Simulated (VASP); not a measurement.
# KLi: convergence, excitations by TDDFT

KLi, molecule in box, 2 atoms in the cell. HSE06, TDDFT by the Casida equation; PAW potentials Li_sv, K_sv (PBE set). VASP 6.6.1.

Wanted: first excitation within 0.05 eV.

Kernel: hybrid exchange.

POSCAR:
```
KLi
1.0
   12.3000000000      0.0000000000      0.0000000000
    0.0000000000     12.3000000000      0.0000000000
    0.0000000000      0.0000000000     12.3000000000
Li K
1 1
Direct
    0.5000000000      0.5000000000      0.3670731663
    0.5000000000      0.5000000000      0.6329268337
```

The series start from Conduction bands in the pairs: 36; Valence bands in the pairs: 6; Vacuum around the molecule (Å): 9; Plane-wave cutoff (eV): 500. Each series keeps the choices made before it, and each single choice may use up half of a tolerance. Times cover all steps of a run.

## Conduction bands in the pairs

| Conduction bands in the pairs | First excitation (eV) | Time (s) |
|---|---|---|
| 4 | 2.090 | 220 |
| 12 | 2.085 | 221 |
| 24 | 2.058 | 221 |
| 36 | 2.051 | 222 |
| 60 | 2.038 | 280 |
| 100 (reference) | 2.027 | 350 |

Chosen: 36, the loosest value from which every tighter one stays within half of the tolerance.

## Valence bands in the pairs

| Valence bands in the pairs | First excitation (eV) | Time (s) |
|---|---|---|
| 1 | 2.058 | 221 |
| 3 | 2.053 | 222 |
| 6 (reference) | 2.051 | 222 |

Chosen: 1.

## Vacuum around the molecule (Å)

| Vacuum around the molecule (Å) | First excitation (eV) | Time (s) |
|---|---|---|
| 6 | 2.499 | 50 |
| 9 (reference) | 2.058 | 221 |
| 12 | no result | 406 |

Chosen: 9; the next looser run is off by more than half of the tolerance, so convergence isn't shown beyond this value.

## Plane-wave cutoff (eV)

| Plane-wave cutoff (eV) | First excitation (eV) | Time (s) |
|---|---|---|
| 350 | 1.992 | 127 |
| 430 | 2.051 | 163 |
| 500 | 2.058 | 221 |
| 600 (reference) | 2.058 | 277 |

Chosen: 430.

## All choices together

| Input | First excitation (eV) | Time (s) |
|---|---|---|
| one pair of orbitals (naive) | 2.094 | 220 |
| chosen settings | 2.051 | 163 |
| reference settings throughout | 2.027 | 503 |

The chosen settings stay within the tolerance of the reference run, but the reference itself isn't shown to be converged in: Vacuum around the molecule (Å).

## The input

INCAR.step1:
```
SYSTEM = KLi
EDIFF = 1E-5
ENCUT = 430
ISMEAR = 0
LASPH = .True.
LCHARG = .False.
LWAVE = .True.
NBANDS = 46
PREC = Accurate
SIGMA = 0.02
```

INCAR.step2:
```
SYSTEM = KLi
ALGO = Normal
CSHIFT = 0.1
EDIFF = 1E-7
ENCUT = 430
GGA = PE
HFSCREEN = 0.2
ISMEAR = 0
ISTART = 1
LASPH = .True.
LCHARG = .False.
LHFCALC = .True.
LOPTICS = .True.
LWAVE = .True.
NBANDS = 46
NEDOS = 2000
PREC = Accurate
PRECFOCK = Fast
SIGMA = 0.02
```

INCAR.step3:
```
SYSTEM = KLi
ALGO = TDHF
ANTIRES = 0
CSHIFT = 0.15
EDIFF = 1E-7
ENCUT = 430
ENCUTGW = 150
GGA = PE
HFSCREEN = 0.2
IBSE = 2
ISMEAR = 0
ISTART = 1
LADDER = .True.
LASPH = .True.
LCHARG = .False.
LFXC = .True.
LHARTREE = .True.
LHFCALC = .True.
LWAVE = .False.
NBANDS = 48
NBANDSO = 1
NBANDSV = 36
NBSEEIG = 6
NOMEGA = 1000
OMEGAMAX = 25
PREC = Accurate
PRECFOCK = Fast
SIGMA = 0.02
```

KPOINTS:
```
k-points
0
Gamma
  1 1 1
```

Commands (each step's output is kept before the next begins):
```
cat potpaw_PBE.64/Li_sv/POTCAR potpaw_PBE.64/K_sv/POTCAR > POTCAR
cp INCAR.step1 INCAR
mpirun -np 4 vasp_gam > vasp.out
cp INCAR.step2 INCAR
mpirun -np 4 vasp_gam > vasp.out
cp INCAR.step3 INCAR
mpirun -np 4 vasp_gam > vasp.out
```

The chosen input took VASP 6.6.1 163 s on 4 cores (AMD EPYC 9R45 (Zen 5)), a shared host.
